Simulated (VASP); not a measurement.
Data:

```
Li
1.0
   -1.71410     1.71410     1.71410
    1.71410    -1.71410     1.71410
    1.71410     1.71410    -1.71410
Li
1
Cartesian
  0.00000   0.00000   0.00000
```

The numbers are results of PBE GGA, VASP's PBE PAW potentials (set 64) (plane waves; VASP), not measurements. Settings: 520 eV cut-off, Gaussian smearing of 0.050 eV, potentials Li_sv.

Q: Give the energies of bands 2 to 4 at the high-symmetry points, in eV from the Fermi level.

A: 
```tsv
band	Γ	H	N	P
2	-3.60	5.51	0.21	3.37
3	14.64	5.51	3.25	3.37
4	14.64	5.51	10.38	3.37
```

It has no gap at this level: it comes out as a metal or semimetal.

The compound is Li in the bcc structure. It was relaxed first, which changed the volume by -5 %.
